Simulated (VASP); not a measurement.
OSZICAR of a VASP run on SnO2 (rutile):

**OSZICAR**
```
       N       E                     dE             d eps       ncg     rms          rms(c)
DAV:   1     0.668642241357E+03    0.66864E+03   -0.26000E+04  1588   0.259E+03
DAV:   2     0.685169472453E+02   -0.60013E+03   -0.57832E+03  1686   0.676E+02
DAV:   3    -0.266239992701E+02   -0.95141E+02   -0.94129E+02  1705   0.228E+02
DAV:   4    -0.314042547381E+02   -0.47803E+01   -0.47615E+01  1794   0.565E+01
DAV:   5    -0.315462455978E+02   -0.14199E+00   -0.14194E+00  1901   0.972E+00    0.164E+01
DAV:   6    -0.246309425840E+02    0.69153E+01   -0.28984E+01  2366   0.752E+01    0.559E+00
DAV:   7    -0.247517339032E+02   -0.12079E+00   -0.23184E+00  1642   0.924E+00    0.318E+00
DAV:   8    -0.247277707554E+02    0.23963E-01   -0.35440E-01  2257   0.567E+00    0.845E-01
DAV:   9    -0.247098921826E+02    0.17879E-01   -0.10628E-01  2356   0.410E+00    0.154E-01
DAV:  10    -0.247104946149E+02   -0.60243E-03   -0.64650E-03  2163   0.789E-01    0.527E-02
DAV:  11    -0.247105362445E+02   -0.41630E-04   -0.51129E-04  2349   0.271E-01    0.228E-02
DAV:  12    -0.247105426768E+02   -0.64323E-05   -0.41078E-05  1775   0.525E-02    0.170E-02
DAV:  13    -0.247105380043E+02    0.46725E-05   -0.19182E-05  1898   0.546E-02    0.101E-03
DAV:  14    -0.247105381878E+02   -0.18346E-06   -0.20492E-06  1374   0.111E-02
   1 F= -.24710538E+02 E0= -.24710538E+02  d E =-.247105E+02
```

Problem. Which electronic solver shows in the log?

Solution. It is blocked Davidson (ALGO = Normal, or the opening steps of other solvers). The INCAR had ALGO = Normal.

Problem. Can the final energy be trusted as converged?

Solution. Self-consistency was reached. It stopped with EDIFF = 1E-6, NELM = 100, NSW = 60 and EDIFFG = -0.02 after 1 ionic step (optB88-vdW, plane waves, VASP's PBE PAW potentials (set 64)).

The compound is SnO2 in the rutile structure. It was relaxed first. The start is the result of an earlier pass.
